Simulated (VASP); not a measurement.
Level of theory: PBE GGA, VASP's PBE PAW potentials (set 64) (plane waves; VASP 6.6.1).

VASP ran on this input.

### KPOINTS
```
K-points
0
G
8 8 8
0 0 0
```

**POSCAR**
```
PbTe
1
    0.0000000000     2.9203718979     2.9203718979
    2.9203718979     0.0000000000     2.9203718979
    2.9203718979     2.9203718979     0.0000000000
Te Pb
1 1
Direct
  0.5000000000   0.5000000000   0.5000000000
  0.0000000000   0.0000000000   0.0000000000
```

### INCAR
```
SYSTEM = PbTe
PREC = Accurate
ENCUT = 500
EDIFF = 1E-6
NELM = 100
ALGO = Normal
LREAL = .FALSE.
LASPH = .TRUE.
ISMEAR = 0
SIGMA = 0.05
GGA = PE
LMAXMIX = 4
LWAVE = .FALSE.
LCHARG = .FALSE.
IBRION = 2
ISIF = 3
NSW = 40
EDIFFG = -0.02
PSTRESS = 450
```

POTCAR, in this order: Te Pb_d (PBE.64 set). Program: vasp_std.

Problem. What will the output report for the number of irreducible k-points (NKPTS), largest plane-wave count, number of space-group operations, FFT grid (NGX, NGY, NGZ)?

Solution. 
```
Quantity                                      Result
--------------------------------------  ------------
number of irreducible k-points (NKPTS)            29
largest plane-wave count                        1283
number of space-group operations                  48
FFT grid (NGX, NGY, NGZ)                30 × 30 × 30
```

The compound is PbTe in the rock salt structure. This run relaxes it under an external pressure of 45 GPa. Symmetry was kept, so distortions that lower it aren't found.
